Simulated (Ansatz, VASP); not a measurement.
# SnAs in two plane-wave programs

Wanted: the spread between two codes on one cell, functional and k mesh. The cell is taken from a series of VASP runs on this material, whose earlier steps may have relaxed, scaled or displaced it; both programs get it as it stands.

Calculated with Ansatz 0.2.0; plane waves, with VASP 6.6.1 beside it; zone-centre phonons at PBEsol.

## 1. The structure

It takes space group Fm-3m (No. 225, cubic). Conventional cell: a = 5.717 Å, b = 5.717 Å, c = 5.717 Å, α = 90.00°, β = 90.00°, γ = 90.00°. Nearest to Sn lie 6 As at 2.86 Å. As has 6 Sn at 2.86 Å nearest. Farther neighbours are not listed.

Structure file:

```xyz
2
Lattice="0.0000 2.8586 2.8586 2.8586 0.0000 2.8586 2.8586 2.8586 0.0000" Properties=species:S:1:pos:R:3 pbc="T T T"
Sn    2.8586    2.8586    2.8586
As    0.0000    0.0000    0.0000
```

## 2. VASP: zone-centre phonons, PBEsol

Second derivatives magnify differences that forces hide, and they need a tight electronic threshold.

Lines of VASP's logs that name or quote its potential files are left out, and so is its time.

The input, INCAR:

```
SYSTEM = SnAs
PREC = Accurate
ENCUT = 400
EDIFF = 1E-08
NELM = 100
ISMEAR = 1
SIGMA = 0.2
LREAL = .FALSE.
ALGO = Normal
GGA = PS
NBANDS = 15
LORBIT = 11
LWAVE = .FALSE.
LCHARG = .FALSE.
KPAR = 2
IBRION = 8
ISIF = 2
```

The input, POSCAR:

```
SnAs
1.0
    0.0000000000      2.8585767156      2.8585767156
    2.8585767156      0.0000000000      2.8585767156
    2.8585767156      2.8585767156      0.0000000000
Sn As
1 1
Direct
    0.5000000000      0.5000000000      0.5000000000
    0.0000000000      0.0000000000      0.0000000000
```

The input, KPOINTS:

```
Automatic mesh
0
Gamma
12 12 12
0 0 0
```

Potentials, in the order of the species: Sn_d and As (PBE family, release 64).

On the command line:

```console
mpirun -np 2 vasp_std
```

Numbers of over 12 decimals in the logs are rounded to 6 here.

What it wrote:

```text
[banner, memory and clock lines left out]
running    2 mpi-ranks, on    1 nodes
 distrk:  each k-point on    1 cores,    2 groups
 distr:  one band on    1 cores,    1 groups

 POSCAR found type information on POSCAR SnAs
 POSCAR found :  2 types and       2 ions
|                                                                             |
|               ----> ADVICE to this user running VASP <----                  |
|                                                                             |
|     You enforced a specific xc type in the INCAR file but a different       |
|     [... a line on the potential file left out ...]
|     I HOPE YOU KNOW WHAT YOU ARE DOING!                                     |
|                                                                             |

 LDA part: xc-table for (Slater+PW92), standard interpolation
 POSCAR, INCAR and KPOINTS ok, starting setup
 FFT: planning ... GRIDC
 FFT: planning ... GRID_SOFT
 FFT: planning ... GRID
 WAVECAR not read
 entering main loop
       N       E                     dE             d eps       ncg     rms          rms(c)
DAV:   1     0.985780981689E+02    0.98578E+02   -0.84765E+03  2230   0.137E+03
DAV:   2    -0.219892899677E+01   -0.10078E+03   -0.98353E+02  2419   0.333E+02
DAV:   3    -0.950815960338E+01   -0.73092E+01   -0.72830E+01  2741   0.784E+01
DAV:   4    -0.965792275410E+01   -0.14976E+00   -0.14974E+00  2510   0.126E+01
DAV:   5    -0.966218240650E+01   -0.42597E-02   -0.42596E-02  2946   0.202E+00    0.274E+00
DAV:   6    -0.955984366777E+01    0.10234E+00   -0.19186E-01  3258   0.481E+00    0.161E+00
DAV:   7    -0.955083625355E+01    0.90074E-02   -0.47180E-02  2923   0.180E+00    0.527E-01
DAV:   8    -0.954984059355E+01    0.99566E-03   -0.40605E-03  2692   0.722E-01    0.664E-02
DAV:   9    -0.954983739179E+01    0.32018E-05   -0.31092E-04  2901   0.205E-01    0.569E-02
DAV:  10    -0.954983736699E+01    0.24793E-07   -0.25557E-05  2654   0.356E-02    0.310E-02
DAV:  11    -0.954983536250E+01    0.20045E-05   -0.77904E-06  3286   0.291E-02    0.510E-03
DAV:  12    -0.954983502633E+01    0.33617E-06   -0.89744E-07  2769   0.100E-02    0.276E-03
DAV:  13    -0.954983500955E+01    0.16789E-07   -0.20389E-08  2406   0.143E-03    0.172E-03
DAV:  14    -0.954983499593E+01    0.13619E-07   -0.57183E-08  2700   0.287E-03    0.203E-04
DAV:  15    -0.954983500062E+01   -0.46916E-08   -0.35723E-09  1479   0.444E-04
   1 F= -.95498350E+01 E0= -.95505178E+01  d E =0.204832E-02
 Linear response reoptimize wavefunctions to high precision
DAV:   1    -0.954983500697E+01   -0.63474E-08   -0.22453E-10  1507   0.161E-04
DAV:   2    -0.954983500699E+01   -0.27740E-10   -0.39385E-11  1493   0.675E-05
 Linear response DOF=           2
 Linear response progress:
  Degree of freedom:   1/  2
       N       E                     dE             d eps       ncg     rms          rms(c)
RMM:   1    -0.211764799207E+00   -0.21176E+00    0.54038E-01  5914   0.120E+01
RMM:   2    -0.217568938971E+00   -0.58041E-02   -0.11673E-02  8622   0.949E-01    0.539E-02
RMM:   3    -0.217572998162E+00   -0.40592E-05   -0.88568E-04  9185   0.250E-01    0.281E-02
RMM:   4    -0.217434942175E+00    0.13806E-03   -0.59098E-05  9463   0.680E-02    0.987E-03
RMM:   5    -0.217394296107E+00    0.40646E-04   -0.86126E-06  9440   0.223E-02    0.260E-03
RMM:   6    -0.217393826421E+00    0.46969E-06   -0.15747E-06  9698   0.719E-03    0.114E-03
RMM:   7    -0.217393923457E+00   -0.97036E-07   -0.40426E-07  9714   0.276E-03    0.554E-04
RMM:   8    -0.217392275805E+00    0.16477E-05    0.67492E-07  9423   0.116E-03    0.398E-05
RMM:   9    -0.217391720893E+00    0.55491E-06    0.11813E-06  9940   0.548E-04    0.400E-05
RMM:  10    -0.217391707586E+00    0.13307E-07    0.11898E-06 10421   0.268E-04    0.446E-05
RMM:  11    -0.217391708561E+00   -0.97508E-09    0.66561E-07  9964   0.139E-04    0.409E-05
 first order change of Fermi-energy  -0.37637E-03
 force on displaced ion       1 direction 1 :  -1.510   0.000   0.000
 Linear response progress:
  Degree of freedom:   2/  2
       N       E                     dE             d eps       ncg     rms          rms(c)
RMM:   1    -0.422420343383E-01   -0.42242E-01    0.75135E-02 10198   0.101E+00
RMM:   2    -0.430541182027E-01   -0.81208E-03   -0.16123E-03  8899   0.216E-01    0.609E-02
RMM:   3    -0.431965736218E-01   -0.14246E-03   -0.13232E-04  9227   0.600E-02    0.337E-02
RMM:   4    -0.434220975180E-01   -0.22552E-03   -0.25661E-05  9121   0.314E-02    0.571E-03
RMM:   5    -0.434584536382E-01   -0.36356E-04   -0.17063E-06  9194   0.898E-03    0.231E-03
RMM:   6    -0.434464762196E-01    0.11977E-04   -0.95317E-08  9294   0.230E-03    0.994E-04
RMM:   7    -0.434431726538E-01    0.33036E-05   -0.84220E-09  9268   0.638E-04    0.500E-05
RMM:   8    -0.434432481829E-01   -0.75529E-07   -0.40009E-08  9673   0.156E-04    0.234E-05
RMM:   9    -0.434431872499E-01    0.60933E-07    0.70841E-10  9730   0.532E-05    0.776E-06
RMM:  10    -0.434431967536E-01   -0.95037E-08   -0.49117E-08 10045   0.140E-05    0.318E-06
 first order change of Fermi-energy   0.77782E-03
 force on displaced ion       2 direction 1 :  -1.492   0.000   0.000
 Linear response finished
```

From OUTCAR (step 2):

```text
ion  position               nearest neighbor table
   1  0.500  0.500  0.500-   2 2.86   2 2.86   2 2.86   2 2.86   2 2.86   2 2.86
   2  0.000  0.000  0.000-   1 2.86   1 2.86   1 2.86   1 2.86   1 2.86   1 2.86

  LATTYP: Found a face centered cubic cell.
 ALAT       =     5.7171534312

 Subroutine GETGRP returns: Found 48 space group operations
 (whereof 48 operations were pure point group operations)

The static configuration has the point symmetry O_h .

 Found     72 irreducible k-points:

   k-points           NKPTS =     72   k-points in BZ     NKDIM =     72   number of bands    NBANDS=     15

   dimension x,y,z NGX =    28 NGY =   28 NGZ =   28
   dimension x,y,z NGXF=    56 NGYF=   56 NGZF=   56

   ENCUT  =  400.0 eV  29.40 Ry    5.42 a.u.   6.59  6.59  6.59*2*pi/ulx,y,z

   NELECT =      19.0000    total number of electrons

 k-points in reciprocal lattice and weights: Automatic mesh
   0.00000000  0.00000000  0.00000000       0.001
   0.08333333  0.00000000  0.00000000       0.005
   0.16666667  0.00000000  0.00000000       0.005
   0.25000000  0.00000000  0.00000000       0.005
   0.33333333  0.00000000  0.00000000       0.005
   0.41666667  0.00000000  0.00000000       0.005
   0.50000000  0.00000000  0.00000000       0.002
   0.08333333  0.08333333  0.00000000       0.003
   0.16666667  0.08333333  0.00000000       0.014
[...]
-0.33333333  0.50000000  0.16666667       0.007
  -0.25000000  0.50000000  0.25000000       0.003

 average (electrostatic) potential at core
       1 -99.9163       2 -47.4468

  Total       -0.0325109     -0.0325109     -0.0325109     -0.0000000      0.0000000      0.0000000
  in kB       -1.1149625     -1.1149625     -1.1149625     -0.0000000      0.0000000      0.0000000
  external PRESSURE =      -1.1149625 kB  Pullay stress =       0.0000000 kB

  energy-cutoff  :      400.00
  volume of cell :       46.72
      direct lattice vectors                 reciprocal lattice vectors
     0.000000000  2.858576716  2.858576716    -0.174912220  0.174912220  0.174912220
     2.858576716  0.000000000  2.858576716     0.174912220 -0.174912220  0.174912220
     2.858576716  2.858576716  0.000000000     0.174912220  0.174912220 -0.174912220

 POSITION                                       TOTAL-FORCE (eV/Angst)
 -----------------------------------------------------------------------------------
      2.85858      2.85858      2.85858        -0.000000     -0.000000      0.000000
      0.00000      0.00000      0.00000         0.000000      0.000000      0.000000
 -----------------------------------------------------------------------------------
    total drift:                                0.000000      0.000000      0.000000

 Eigenvectors and eigenvalues of the dynamical matrix
 ----------------------------------------------------

   1 f  =    2.824105 THz    17.744376 2PiTHz   94.202007 cm-1    11.679555 meV
             X         Y         Z           dx          dy          dz
      2.858577  2.858577  2.858577     0.000000    0.624413    0.000000
      0.000000  0.000000  0.000000     0.000000   -0.781094    0.000000

   2 f  =    2.824105 THz    17.744376 2PiTHz   94.202007 cm-1    11.679555 meV
             X         Y         Z           dx          dy          dz
      2.858577  2.858577  2.858577    -0.624413    0.000000    0.000000
      0.000000  0.000000  0.000000     0.781094    0.000000    0.000000

   3 f  =    2.824105 THz    17.744376 2PiTHz   94.202007 cm-1    11.679555 meV
             X         Y         Z           dx          dy          dz
      2.858577  2.858577  2.858577     0.000000    0.000000   -0.624413
      0.000000  0.000000  0.000000     0.000000    0.000000    0.781094

   4 f/i=    0.008582 THz     0.053923 2PiTHz    0.286268 cm-1     0.035493 meV
             X         Y         Z           dx          dy          dz
      2.858577  2.858577  2.858577     0.781094    0.000000    0.000000
      0.000000  0.000000  0.000000     0.624413    0.000000    0.000000

   5 f/i=    0.008582 THz     0.053923 2PiTHz    0.286268 cm-1     0.035493 meV
             X         Y         Z           dx          dy          dz
      2.858577  2.858577  2.858577     0.000000   -0.781094    0.000000
      0.000000  0.000000  0.000000     0.000000   -0.624413    0.000000

   6 f/i=    0.008582 THz     0.053923 2PiTHz    0.286268 cm-1     0.035493 meV
             X         Y         Z           dx          dy          dz
      2.858577  2.858577  2.858577     0.000000    0.000000    0.781094
      0.000000  0.000000  0.000000     0.000000    0.000000    0.624413

 ELASTIC MODULI CONTR FROM IONIC RELAXATION (kBar)
 Direction    XX          YY          ZZ          XY          YZ          ZX
 --------------------------------------------------------------------------------
 XX           0.0000      0.0000      0.0000      0.0000      0.0000      0.0000
 YY           0.0000      0.0000      0.0000      0.0000      0.0000      0.0000
 ZZ           0.0000      0.0000      0.0000      0.0000      0.0000      0.0000
 XY           0.0000      0.0000      0.0000      0.0000      0.0000      0.0000
 YZ           0.0000      0.0000      0.0000      0.0000      0.0000      0.0000
 ZX           0.0000      0.0000      0.0000      0.0000      0.0000      0.0000
 --------------------------------------------------------------------------------
```

Energies printed during the response cycles are not total energies of the cell.

## 3. Ansatz: zone-centre phonons, PBEsol

Ansatz runs on its default PAW (the set named soft_2) files.

The same cell, functional, mesh and smearing now go to Ansatz, which takes its cutoff from its data sets.

The input, input.yaml:

```yaml
crystal:
  lattice:
    - [0.0, 2.8585767156, 2.8585767156]
    - [2.8585767156, 0.0, 2.8585767156]
    - [2.8585767156, 2.8585767156, 0.0]
  atoms:
    - { symbol: Sn, position: [0.5, 0.5, 0.5] }
    - { symbol: As, position: [0.0, 0.0, 0.0] }
hamiltonian:
  xc: pbesol
  pseudopotentials: { kind: paw }
kpoints:
  mp_grid: { grid: [12, 12, 12] }
scf:
  occupations: { method: methfessel_paxton, width: 0.2 }
phonons:
  method: dfpt
  qpoints: [[0, 0, 0]]
```

On the command line:

```console
ansatz run input.yaml --threads 4 --pin off --max-ram 9216MiB --backend cpu --events-out ev --progress --plain --runs-dir out
```

What it wrote:

```text
Engine: ansatz 0.2.0, x86_64-unknown-linux-gnu
Pseudopotentials: kind: paw
Pseudopotential: Sn, paw, valence charge 14, recommended cutoff 420 eV (normal), Sn.paw.azcp
Pseudopotential: As, paw, valence charge 15, recommended cutoff 420 eV (normal), As.paw.azcp
Functional definition: PBEsol
  exchange = pbesol_x
  correlation = pbesol_c
Crystal: 2 atoms, lattice volume = 46.717 Å³
Basis set: ecut = 420 eV, 941 PW (Γ), exchange–correlation on 60×60×60 points (8 copies of the dense FFT grid, shifted against one another)
Bands: 19, of which v1, the nominal top of the filled ones, is band 15 counted from 1 (14 counted from 0)
Symmetry: 48 space group operations
k-points: 163 of 1728 (irreducible under 8 space group operations, time reversal used)
Non-local potential: Sn, projectors of the file, l = 0: 2, l = 1: 2, l = 2: 2, l = 3: 2
Non-local potential: As, projectors of the file, l = 0: 2, l = 1: 2, l = 2: 3, l = 3: 1
PAW form: soft (Blöchl's): semilocal exchange-correlation on the pseudo side does not see the compensation charge
PAW frozen core: Sn, regenerated for the run's functional, and the local potential with it (the file was generated under x = pbe(κ = 0.804, μ = 0.219515), c = pbe(β = 0.066725))
PAW frozen core: As, regenerated for the run's functional, and the local potential with it (the file was generated under x = pbe(κ = 0.804, μ = 0.219515), c = pbe(β = 0.066725))
PAW one-centre angular grid: Sn, 590 points (default); XC on 64 Gauss nodes
PAW one-centre angular grid: As, 590 points (default); XC on 64 Gauss nodes
Initial density: superposition of atomic densities (neutral atoms: chi_scale 0, normalization atom), corrected by the library's trained network
Initial wavefunctions: pseudopotential atomic-orbital guess
Functional: x = pbesol(κ = 0.804, μ = 0.123457), c = pbesol(β = 0.046)
SCF iter   1: F=—  HF=-10762.990375 eV  |F-HF|=—  |Δ(HF+E_count)|=         —  Δρ=2.84e-3  dr2=5.35e-3  ethr=1.77e-3  ⟨swp⟩=5.1  Hψ=14124  notcnv=0
preconditioner: auto → none  [insulator: Δε(μ)=0.130 eV  Ē_g=18.318 eV  σ=0.200 eV  W_gap=0.51  n_scr=14 (ndim 8)  ℏωp=23.7 eV  f_vac=0.000  D(μ)=0.35/eV (n_scr^D=0)  ε∞_Penn≈2.7]
SCF iter   2: F=—  HF=-10762.987211 eV  |F-HF|=—  |Δ(HF+E_count)|=   3.16e-3  S|Δr|=    0.00e0  Δρ=1.03e-3  dr2=3.90e-4  ethr=1.84e-5  ⟨swp⟩=2.9  Hψ=6251  notcnv=0
SCF iter   3: F=—  HF=-10762.987084 eV  |F-HF|=—  |Δ(HF+E_count)|=   1.27e-4  S|Δr|=    0.00e0  Δρ=3.70e-4  dr2=6.70e-5  ethr=1.34e-6  ⟨swp⟩=2.9  Hψ=5617  notcnv=0
SCF iter   4: F=—  HF=-10762.987088 eV  |F-HF|=—  |Δ(HF+E_count)|=   4.12e-6  S|Δr|=    0.00e0  Δρ=1.43e-4  dr2=5.09e-6  ethr=2.31e-7  ⟨swp⟩=2.0  Hψ=3566  notcnv=0
SCF iter   5: F=—  HF=-10762.987090 eV  |F-HF|=—  |Δ(HF+E_count)|=   2.68e-6  S|Δr|=    0.00e0  Δρ=2.18e-5  dr2=1.50e-7  ethr=1.75e-8  ⟨swp⟩=2.0  Hψ=4459  notcnv=0
SCF iter   6: F=—  HF=-10762.987089 eV  |F-HF|=—  |Δ(HF+E_count)|=   9.93e-7  S|Δr|=    0.00e0  Δρ=3.21e-6  dr2=2.69e-9  ethr=5.16e-10  ⟨swp⟩=2.3  Hψ=5296  notcnv=0
SCF iter   7: F=—  HF=-10762.987089 eV  |F-HF|=—  |Δ(HF+E_count)|=  2.66e-10  S|Δr|=    0.00e0  Δρ=1.56e-6  dr2=8.33e-10  ethr=9.28e-12  ⟨swp⟩=2.0  Hψ=4668  notcnv=0
SCF iter   8: F=—  HF=-10762.987089 eV  |F-HF|=—  |Δ(HF+E_count)|=  5.51e-10  S|Δr|=    0.00e0  Δρ=3.00e-7  dr2=3.34e-11  ethr=2.87e-12  ⟨swp⟩=2.0  Hψ=4494  notcnv=0
SCF iter   9: F=-10762.987089 eV  HF=-10762.987089 eV  |F-HF|=1.82e-12  |Δ(HF+E_count)|=  2.36e-11  S|Δr|=    0.00e0  Δρ=4.55e-8  dr2=6.71e-13  ethr=1.00e-12  ⟨swp⟩=5.7  Hψ=12715  notcnv=0
SCF 1 converged in 9 iterations: F = -10762.987089 eV  dr2 = 6.71e-13
  greatest PAW one-centre occupation: 0.999 electrons in one spin orbital (limit 2), on the As atom at site 1 (counted from 0), in its partial waves of l = 2
DFPT response loops at Γ: preconditioner auto → Kerker (q_TF=auto, 2.520 Å⁻¹) (partly filled bands, converged f_vac=0.000); β = 1.00, the filter's whole step (`scf.mixing.beta` (0.50) is not read by the response loops under this deck's `scf.mixing.preconditioner`; to damp them name `kerker` or `kerker_dos`, under which they read `scf.mixing.beta`, and type it under 1.00, their step now; both keys bind the ground state too); Broyden in place of MSR1
SCF converged after 9 iterations
Stability not checked: this state was not tested for a lower state beside it, because cold or Methfessel-Paxton smearing, or corrected tetrahedra, fill the levels in a way that the test cannot read (fill_not_monotonic; see scf.lower_state_search)
Free energy (F): -10762.987089 eV
Harris-Foulkes:  -10762.987089 eV  (|F-HF|=1.82e-12)
Internal energy: -10762.989099 eV  (E = F + TS)
E sigma→0 (E₀):  -10762.987592 eV
Entropy (-TS):   0.002009 eV (1.005 meV/atom)
Fermi energy:    11.037157 eV
--- Per-component energies (eV) ---
  E_band       = -299.884027
  E_kinetic    = 290.454883
  E_local      = -2473.237111  (includes V_loc(G=0)·N_el)
  E_nonlocal   = -698.799192
  E_hartree    = 1440.928564
  E_xc         = -458.376874
  E_vxc        = -176.739377  (∫ρ·V_xc dr)
  E_paw        = -5858.021303  (= ΣΔE_a)
  E_vpaw       = -123.420331  (= ΣTr[D̂ρ^β])
  E_aug_tail   = 0.000009  (compensation charges beyond the density's cutoff)
  E_ewald      = -3007.189345
  E_core_change = 1.251268  (= ΣΔE_core)
  E_smearing   = 0.002009  (= −TS)
  E_closure    = 0.000000  (closes the sum)
  Σ components = -10762.987089   (vs F -10762.987089, Δ=0.00e0)
--- Band table (eV; the first three rows and the last of 163) ---
  k-point 0: bands = [... 11 lower, 8.3271, 9.9041, 9.9041, 9.9041, 16.4770, 16.4770, 16.4770, 17.0057]
  k-point 1: bands = [... 11 lower, 7.6042, 9.9128, 9.9128, 10.4640, 15.9184, 15.9314, 15.9314, 17.0199]
  k-point 2: bands = [... 11 lower, 6.3695, 9.9469, 9.9469, 11.1887, 14.9506, 14.9506, 15.1038, 17.0586]
  k-point 162: bands = [... 11 lower, 3.9090, 6.1370, 6.1370, 11.9087, 13.1605, 16.9509, 16.9509, 19.8497]
--- Phonons (Γ-DFPT): 2 representative perturbations + reference, on 163 of 1728 k-points (Σ response iterations 6) ---
  k mesh reduced under 8 symmetry operations, with k and −k counted as one. Each operation leaves every solved perturbation unchanged. A smaller set is not used because it would not reduce the number of displacements times k-points to solve
  ASR residual: 7.834e-5 → 0.000e0 eV/Å²; symmetrization residual: 3.706e-6 eV/Å²
  ASR residual per site (eV/Å²): 7.83e-5 3.17e-5
  Γ frequencies (cm⁻¹): 0.00 0.00 0.00 92.83 92.83 92.83
  non-analytic LO–TO correction: not included (Born effective charges unavailable; polar crystals: no LO–TO splitting at Γ)
--- Phonons (arbitrary-q DFPT): 1 explicit q-point ---
  q = [0, 0, 0] (of the zone-centre solve; hermiticity 5.09e-6, symmetrization 2.50e-12): -0.00 -0.00 0.00 92.83 92.83 92.83
  sum rule: each row above includes the acoustic sum rule's correction from the zone centre's row sums; it moved no ω² by more than (0.42 cm⁻¹)²
```

Elapsed: 9.5 s, on 4 threads of Intel Xeon Platinum 8375C at 2.90GHz (Ice Lake), shared host; peak memory 1 GiB.

## 4. Comparison

Known differences besides the potentials themselves: the data sets hold 29 valence electrons in Ansatz (default PAW (the set named soft_2) files) and 19 in VASP; the cutoff is 420 eV in Ansatz and 400 eV in VASP; Ansatz makes its cores anew for this functional, VASP keeps those of its PBE data sets; VASP leaves aspherical gradient terms in its spheres out (LASPH is not set), Ansatz keeps them. Total energies have different zeros and are not compared.

The two programs side by side:

```csv
quantity,Ansatz,VASP,difference
optical mode 1 to 3 (cm⁻¹),92.8,94.2,-1.46 %
```

Modes are paired by rising frequency and degeneracy, not by their patterns, so a pair may still set unlike modes beside each other.

## 5. Summary of results

```
r.m.s. difference of the optical zone-centre modes, each program's sorted by frequency (zone-centre phonons, PBEsol) : 1.4 cm⁻¹
difference in optical mode 1 to 3 (zone-centre phonons, PBEsol)                                                      : -1.5 %
```

The r.m.s. difference of the optical zone-centre modes, each program's sorted by frequency is 1.4 cm⁻¹ (zone-centre phonons, PBEsol). Among the rows given in per cent, the largest difference of the zone-centre phonons, PBEsol pair is in optical mode 1 to 3, -1.5 %. Such differences can come from data sets, numerical settings and the points named under the comparisons, not from the functional's error against experiment.

[Lines on the potential files, build, host, timing and source positions are cut from VASP's logs without a mark.]

[Logs are printed without paths, hosts, clocks, repeated set-up lines and the standing remarks that a program may print on its own settings, such as how far it seeks lower states.]

[Hosts, paths, dates, database ids (printed as entryN), source tags and the programs' standing remarks are cut or masked in the printed files.]
